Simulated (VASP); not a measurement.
Computed with PBEsol GGA, VASP's PBE PAW potentials (set 64) (plane waves; VASP).

VASP ran on this input.

### POSCAR
```
CsI
1.0
  4.5169791335   0.0000000000   0.0000000000
  0.0000000000   4.5169791335   0.0000000000
  0.0000000000   0.0000000000   4.5169791335
Cs I
1 1
Cart
  0.0000000000   0.0000000000   0.0000000000
  2.2584895667   2.2584895667   2.2584895667
```

**INCAR**
```
# general
SYSTEM   =  CsI
PREC     =  Normal
ENCUT    =  400   # plane-wave cut-off (eV)
LREAL    =  .False.   # projection in real space or not
LASPH    =  .True.

# electronic loop
EDIFF    =  1E-5   # SCF stop (eV)
NELM     =  100   # most electronic steps
NELMIN   =  4
ALGO     =  Fast   # Davidson, then RMM-DIIS
LMAXMIX  =  4   # l cut-off of mixed one-centre charges

# smearing
ISMEAR   =  0   # Gaussian
SIGMA    =  0.05   # width (eV)

# functional
GGA      =  PS   # PBEsol

# ions
IBRION   =  2   # conjugate gradients
NSW      =  20
ISIF     =  2
EDIFFG   =  -0.03   # ionic stop

# output
LWAVE    =  .False.
LCHARG   =  .False.
```

KPOINTS:
```
Automatic
0
gamma
 7 7 7
0 0 0
```

POTCAR, in this order: Cs_sv I (PBE.64 set). Program: vasp_std.

Task: Predict the energy per atom (σ→0).

Result: 
energy per atom (σ→0): -2.888 eV/atom

### OSZICAR
```
...
RMM:   7    -0.577349599414E+01    0.22343E-01   -0.20032E-01   482   0.170E+00    0.539E-01
RMM:   8    -0.577603064270E+01   -0.25346E-02   -0.20085E-02   480   0.721E-01    0.142E-01
RMM:   9    -0.577486626895E+01    0.11644E-02   -0.56502E-03   480   0.354E-01    0.530E-02
RMM:  10    -0.577498420613E+01   -0.11794E-03   -0.12567E-03   481   0.163E-01    0.446E-02
RMM:  11    -0.577502013755E+01   -0.35931E-04   -0.24255E-04   458   0.847E-02    0.244E-02
RMM:  12    -0.577501004711E+01    0.10090E-04   -0.11077E-04   400   0.486E-02    0.223E-02
RMM:  13    -0.577500929658E+01    0.75053E-06   -0.13552E-05   335   0.229E-02
   1 F= -.57750093E+01 E0= -.57750093E+01  d E =-.577501E+01
```

The compound is CsI in the CsCl type structure. It was relaxed first.
